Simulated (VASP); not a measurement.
Crystal: Rb2LuH2.

```xyz
5
Lattice="3.8419 0.0000 0.0000 -1.9209 3.3272 0.0000 0.0000 0.0000 11.4652" Properties=species:S:1:pos:R:3 pbc="T T T"
Rb    0.0000    2.2181    8.0121
Rb    1.9209    1.1090    3.4531
Lu    0.0000    0.0000    0.0000
H     1.9209    1.1090   10.7616
H     0.0000    2.2181    0.7036
```

The cell was built by a generator and needn't be a form met in nature.

```yaml
Program: VASP 6.6.1
Task: relaxation of cell and atoms
Functional: BLYP
Potentials_or_basis: VASP PAW PBE potentials, release 64 (Rb_sv, Lu, H)
Cutoff: 600 eV
k_mesh: 6 × 6 × 3
Occupations: fermi-dirac, width 0.05 eV
Spin: no spin polarisation
```

At the start: pressure 0.9 GPa; volume 29.31 Å³/atom.

**Question.** How do energy, volume and symmetry change on relaxing?

**Answer.** Over 34 steps the energy falls by 5.7 meV/atom and the volume is 31.47 Å³/atom (+7.4 %); space group P-3m1 (No. 164, to 0.05 Å).

Step by step:
| step | energy change (eV) | largest force (eV/Å) | pressure (GPa) | volume (Å³) |
| --- | --- | --- | --- | --- |
| 1 | 0.0000 | 0.0336 | 0.93 | 146.55 |
| 2 | -0.0163 | 0.0417 | 0.45 | 150.19 |
| 3 | -0.0218 | 0.0698 | 0.06 | 153.66 |
| 4 | -0.0219 | 0.0733 | -0.01 | 154.10 |
| 5 | -0.0219 | 0.0720 | 0.00 | 153.95 |
| 6 | -0.0227 | 0.0674 | 0.01 | 154.13 |
| 7 | -0.0245 | 0.0533 | 0.00 | 154.69 |
| 8 | -0.0267 | 0.0256 | 0.01 | 155.81 |
| 9 | -0.0270 | 0.0239 | 0.00 | 156.35 |
| 10 | -0.0277 | 0.0195 | -0.01 | 156.56 |
| 11 | -0.0280 | 0.0156 | -0.02 | 156.73 |
| 12 | -0.0280 | 0.0142 | 0.00 | 156.79 |
| 13 | -0.0280 | 0.0138 | 0.01 | 156.80 |
| 14 | -0.0280 | 0.0130 | 0.05 | 156.83 |
| 15 | -0.0277 | 0.0148 | -0.14 | 158.01 |
| 16 | -0.0280 | 0.0134 | -0.03 | 157.14 |
| 17 | -0.0280 | 0.0133 | -0.04 | 157.08 |
| 18 | -0.0280 | 0.0132 | -0.04 | 156.96 |
| 19 | -0.0280 | 0.0130 | -0.02 | 156.90 |
| 20 | -0.0280 | 0.0128 | -0.05 | 156.87 |
| 21 | -0.0280 | 0.0128 | -0.05 | 156.85 |
| 22 | -0.0280 | 0.0130 | -0.03 | 156.84 |
| 23 | -0.0280 | 0.0129 | -0.04 | 156.84 |
| 24 | -0.0280 | 0.0131 | -0.03 | 156.84 |
| 25 | -0.0280 | 0.0132 | -0.03 | 156.84 |
| 26 | -0.0280 | 0.0131 | -0.03 | 156.84 |
| 27 | -0.0280 | 0.0130 | -0.02 | 156.84 |
| 28 | -0.0280 | 0.0130 | -0.02 | 156.84 |
| 29 | -0.0280 | 0.0130 | -0.02 | 156.84 |
| 30 | -0.0280 | 0.0130 | -0.02 | 156.83 |
| 31 | -0.0280 | 0.0130 | -0.02 | 156.83 |
| 32 | -0.0280 | 0.0130 | -0.02 | 156.83 |
| 33 | -0.0281 | 0.0104 | -0.01 | 156.98 |
| 34 | -0.0283 | 0.0046 | 0.00 | 157.36 |

Final structure:
```yaml
crystal:
  lattice:
    - [3.92604, -0.00003, 0.00002]
    - [-1.96305, 3.40004, -0.00002]
    - [0.00005, -0.00003, 11.78870]
  atoms:
    - { symbol: Rb, position: [0.33333, 0.66667, 0.70187] }
    - { symbol: Rb, position: [0.66667, 0.33333, 0.29813] }
    - { symbol: Lu, position: [0.00000, 0.00000, 0.00000] }
    - { symbol: H, position: [0.66667, 0.33333, 0.94515] }
    - { symbol: H, position: [0.33333, 0.66667, 0.05485] }
```

Caveat: the PAW data sets were made with another functional, which shifts forces and pressure a little.
